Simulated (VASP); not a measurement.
All values below come from PBE GGA, VASP's PBE PAW potentials (set 64) (plane waves; VASP).

The input files of a VASP run:

INCAR:
```
! general
SYSTEM  = HfC
PREC    = Accurate
ENCUT   = 520   ! plane-wave cut-off (eV)
LREAL   = .FALSE.
LASPH   = .TRUE.   ! aspherical one-centre terms

! electronic loop
EDIFF   = 1E-6
NELM    = 100
ALGO    = Normal
LMAXMIX = 6

! smearing
ISMEAR  = 1   ! Methfessel-Paxton
SIGMA   = 0.1   ! width (eV)

! functional
GGA     = PE   ! PBE

! ions
ISIF    = 2   ! forces and stress, cell fixed

! output
LWAVE   = .FALSE.
LCHARG  = .FALSE.
```

File POSCAR:
```
HfC
3.3197320
  0.0000000000   0.7044969293   0.7097069884
  0.7175157513   0.0000000000   0.7097069884
  0.7175157513   0.7044969293   0.0000000000
Hf C
1 1
Cart
  0.0000000000   0.0000000000   0.0000000000
  0.7304984813   0.7044969293   0.7097069884
```

File KPOINTS:
```
Regular mesh
0
gamma
 11 11 11
0 0 0
```

POTCAR, in this order: Hf_pv C (PBE.64 set). Program: vasp_std.

Output of the run:

File OUTCAR:
```
 ion  position               nearest neighbor table
   1  0.000  0.000  0.000-   2 2.34   2 2.34   2 2.34   2 2.36   2 2.36   2 2.43
   2  0.491  0.509  0.509-   1 2.34   1 2.34   1 2.34   1 2.36   1 2.36   1 2.43
  LATTYP: Found a face centered orthorhombic cell.
 ALAT       =     4.6774820000
 B/A-ratio  =     1.0073954320
 C/A-ratio  =     1.0184796008
 Subroutine PRICEL returns:
 Original cell was already a primitive cell.
 Subroutine GETGRP returns: Found  4 space group operations
The static configuration has the point symmetry C_2v.
The dynamic configuration has the point symmetry C_2v.
 Subroutine INISYM returns: Found  4 space group operations
 Subroutine IBZKPT returns following result:
 Found    216 irreducible k-points:

 Following reciprocal coordinates:
            Coordinates               Weight
  0.000000  0.000000  0.000000      1.000000
  0.090909  0.000000 -0.000000      8.000000
  0.181818  0.000000 -0.000000      8.000000
  0.272727  0.000000 -0.000000      8.000000
  0.363636 -0.000000  0.000000      8.000000
  0.454545 -0.000000  0.000000      8.000000
  0.090909  0.090909  0.000000      2.000000
  0.181818  0.090909 -0.000000      8.000000
  0.272727  0.090909 -0.000000      8.000000
  0.363636  0.090909  0.000000      8.000000
  0.454545  0.090909  0.000000      8.000000
 -0.454545  0.090909  0.000000      8.000000
 -0.363636  0.090909 -0.000000      8.000000
 -0.272727  0.090909  0.000000      8.000000
 -0.181818  0.090909  0.000000      8.000000
 -0.090909  0.090909  0.000000      4.000000
  0.181818  0.181818  0.000000      2.000000
  0.272727  0.181818 -0.000000      8.000000
  0.363636  0.181818  0.000000      8.000000
  0.454545  0.181818  0.000000      8.000000
 -0.454545  0.181818  0.000000      8.000000
 -0.363636  0.181818  0.000000      8.000000
 -0.272727  0.181818  0.000000      8.000000
 -0.181818  0.181818  0.000000      4.000000
  0.272727  0.272727  0.000000      2.000000
  0.363636  0.272727  0.000000      8.000000
  0.454545  0.272727  0.000000      8.000000
 -0.454545  0.272727  0.000000      8.000000
 -0.363636  0.272727  0.000000      8.000000
 -0.272727  0.272727  0.000000      4.000000
  0.363636  0.363636  0.000000      2.000000
  0.454545  0.363636  0.000000      8.000000
 -0.454545  0.363636  0.000000      8.000000
 -0.363636  0.363636 -0.000000      4.000000
  0.454545  0.454545  0.000000      2.000000
 -0.454545  0.454545 -0.000000      4.000000
  0.090909  0.000000  0.090909      2.000000
  0.181818  0.000000  0.090909      8.000000
  0.272727  0.000000  0.090909      8.000000
  0.363636  0.000000  0.090909      8.000000
   k-points           NKPTS =    216   k-points in BZ     NKDIM =    216   number of bands    NBANDS=     11
   number of dos      NEDOS =    301   number of ions     NIONS =      2
   total plane-waves  NPLWV =  21952
   dimension x,y,z NGX =    28 NGY =   28 NGZ =   28
   dimension x,y,z NGXF=    56 NGYF=   56 NGZF=   56
   ions per type =               1   1
   PREC   = accura    normal or accurate (medium, high low for compatibility)
   ISTART =      0    job   : 0-new  1-cont  2-samecut
   ICHARG =      2    charge: 1-file 2-atom 10-const
   ISPIN  =      1    spin polarized calculation?
   LNONCOLLINEAR =      F non collinear calculations
   LSORBIT =      F    spin-orbit coupling
   INIWAV =      1    electr: 0-lowe 1-rand  2-diag
   ENCUT  =  520.0 eV  38.22 Ry    6.18 a.u.   6.17  6.23  6.21*2*pi/ulx,y,z
   NELM   =    100;   NELMIN=  2; NELMDL= -5     # of ELM steps
   EDIFF  = 0.1E-05   stopping-criterion for ELM
   LREAL  =      F    real-space projection
...
```

### OSZICAR
```
       N       E                     dE             d eps       ncg     rms          rms(c)
DAV:   1     0.236536848050E+02    0.23654E+02   -0.77529E+03  4752   0.121E+03
DAV:   2    -0.224354155434E+02   -0.46089E+02   -0.43557E+02  6063   0.213E+02
DAV:   3    -0.242210685026E+02   -0.17857E+01   -0.17652E+01  6213   0.326E+01
DAV:   4    -0.242366280142E+02   -0.15560E-01   -0.15544E-01  5905   0.316E+00
DAV:   5    -0.242368233350E+02   -0.19532E-03   -0.19529E-03  6235   0.292E-01    0.529E+01
DAV:   6    -0.210962916973E+02    0.31405E+01   -0.21178E+01  5431   0.232E+01    0.386E+01
DAV:   7    -0.210143418682E+02    0.81950E-01   -0.72867E-01  5651   0.635E+00    0.245E+01
DAV:   8    -0.210072407789E+02    0.71011E-02   -0.85202E-02  5442   0.278E+00    0.647E+00
DAV:   9    -0.209987998729E+02    0.84409E-02   -0.39606E-02  5480   0.120E+00    0.185E+00
DAV:  10    -0.209985865908E+02    0.21328E-03   -0.96814E-04  5688   0.274E-01    0.443E-01
DAV:  11    -0.209985738877E+02    0.12703E-04   -0.25927E-04  5472   0.111E-01    0.514E-02
DAV:  12    -0.209985714673E+02    0.24204E-05   -0.11305E-05  5552   0.284E-02    0.752E-02
DAV:  13    -0.209985706597E+02    0.80754E-06   -0.48840E-07  3021   0.793E-03
   1 F= -.20998571E+02 E0= -.20998458E+02  d E =-.338813E-03
```

File OUTCAR:
```
------------------------ aborting loop because EDIFF is reached ----------------------------------------
  FORCE on cell =-STRESS in cart. coord.  units (eV):
  Direction    XX          YY          ZZ          XY          YZ          ZX
  --------------------------------------------------------------------------------------
  Total       -2.0386567     -1.1433790     -1.5331969      0.0000000      0.0000000      0.0000000
  in kB     -124.4302557    -69.7866106    -93.5793036      0.0000000      0.0000000      0.0000000
  external PRESSURE =     -95.9320566 kB  Pullay stress =       0.0000000 kB
  volume of cell :       26.25
      direct lattice vectors                 reciprocal lattice vectors
     0.000000000  2.338741000  2.356037000    -0.209911166  0.213790240  0.212220776
     2.381960000  0.000000000  2.356037000     0.209911166 -0.213790240  0.212220776
     2.381960000  2.338741000  0.000000000     0.209911166  0.213790240 -0.212220776
 POSITION                                       TOTAL-FORCE (eV/Angst)
 -----------------------------------------------------------------------------------
      0.00000      0.00000      0.00000         0.230883      0.000000      0.000000
      2.42506      2.33874      2.35604        -0.230883      0.000000      0.000000
 -----------------------------------------------------------------------------------
    total drift:                               -0.000016     -0.000000      0.000000
  FREE ENERGIE OF THE ION-ELECTRON SYSTEM (eV)
  ---------------------------------------------------
  free  energy   TOTEN  =       -20.9985706597 eV

  energy  without entropy=      -20.9982318468  energy(sigma->0) =      -20.99845772
```
(Selected blocks of OUTCAR.)

The compound is HfC in the rock salt structure. The cell was not relaxed at this level, atoms are displaced from their ideal sites. The run is one of a series of settings (KPOINTS 11×11×11 Γ-centred mesh against the base run), some of them coarse on purpose.
